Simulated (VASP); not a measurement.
A run of VASP 6.6.1 is set up as follows.

POSCAR

```
Al2O3
1.0
    4.6137770000      0.0000000000      0.0000000000
    0.0000000000      9.5632790000      0.0000000000
    0.0000000000      0.0000000000      3.1198620000
Al O
4 6
Direct
    0.5170250000      0.3245730000      0.5000000000
    0.4829750000      0.6754270000      0.5000000000
    0.0170250000      0.1754270000      0.0000000000
    0.9829750000      0.8245730000      0.0000000000
    0.8763650000      0.2469500000      0.5000000000
    0.0000000000      0.0000000000      0.0000000000
    0.6236350000      0.7469500000      0.0000000000
    0.3763650000      0.2530500000      0.0000000000
    0.1236350000      0.7530500000      0.5000000000
    0.5000000000      0.5000000000      0.5000000000
```

INCAR.step1

```
SYSTEM = Al2O3
  ALGO = Normal
  EDIFF = 1E-4
  ENCUT = 520
  GGA = PE
  ISMEAR = 0
  LASPH = .TRUE.
  LCHARG = .FALSE.
  LREAL = .FALSE.
  LWAVE = .TRUE.
  NBANDS = 35
  NELM = 100
  PREC = Accurate
  SIGMA = 0.01
```

The input INCAR.step2:

```
SYSTEM = Al2O3
  ALGO = Normal
  EDIFF = 1E-6
  ENCUT = 520
  ISIF = 2
  ISMEAR = 0
  ISTART = 1
  IVDW = 13
  LASPH = .TRUE.
  LCHARG = .FALSE.
  LMIXTAU = .TRUE.
  LREAL = .FALSE.
  LWAVE = .FALSE.
  METAGGA = R2SCAN
  NBANDS = 35
  NELM = 100
  PREC = Accurate
  SIGMA = 0.01
  VDW_A1 = 0.51559235
  VDW_A2 = 5.77342911
  VDW_S6 = 1.0
  VDW_S8 = 0.6018749
```

KPOINTS

```
k-points
0
G
  4 2 6
  0 0 0
```

Potentials or basis: VASP PAW PBE potentials, release 64 (Al, O).

Command:

```bash
$ cat potpaw_PBE.64/Al/POTCAR potpaw_PBE.64/O/POTCAR > POTCAR
$ cp INCAR.step1 INCAR
$ mpirun -np 1 vasp_std > vasp.out
$ cp INCAR.step2 INCAR
$ mpirun -np 1 vasp_std > vasp.out
```

Task: Predict the largest force.

Result: 0.214 eV/Å.

Task: Predict the dispersion energy per atom.

Result: -0.067 eV.

Stress tensor (GPa, compression positive):
```
-3.13  0.00  0.00
 0.00 -3.39  0.00
 0.00  0.00 -8.53
```

Caveat: the PAW data sets were made with another functional, which shifts forces and pressure a little.
